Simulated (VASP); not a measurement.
A convergence study with VASP on MgTe (wurtzite): one setting is varied, all else stays as given below, so the limit is that of these other settings.

```
CELL_PARAMETERS angstrom
      2.27500    -3.94042     0.00000
      2.27500     3.94042     0.00000
      0.00000     0.00000     7.39000
ATOMIC_POSITIONS crystal
  Mg 0.66667 0.33333 0.50000
  Mg 0.33333 0.66667 0.00000
  Te 0.66667 0.33333 0.87600
  Te 0.33333 0.66667 0.37600
```

These are PBE GGA, VASP's PBE PAW potentials (set 64) (plane waves; VASP) values and carry that method's errors. The tightest run used: 550 eV cut-off, 10×10×7 Monkhorst-Pack mesh, Gaussian smearing of 0.050 eV, potentials Mg Te.

```csv
setting,E (eV/atom),pressure (GPa),irreducible k-points
1×1×1 mesh,-0.9176,12.22,1
2×2×1 mesh,-3.2990,0.90,2
3×3×2 mesh,-3.1606,1.80,3
```

### Question
These are the cheaper rows. Estimate the results at 10×10×7 mesh, and how far the last row shown lies from them.

### Answer

| quantity | tightest run | last row shown is off by |
|---|---|---|
| E (eV/atom) | -3.1970 | 0.0364 |
| pressure (GPa) | 1.47 | 0.32 |

Left out are rungs that failed or repeat a setting and relaxations that didn't move; long series are thinned to 24 rows.

The compound is MgTe in the wurtzite structure. The cell was not relaxed at this level.
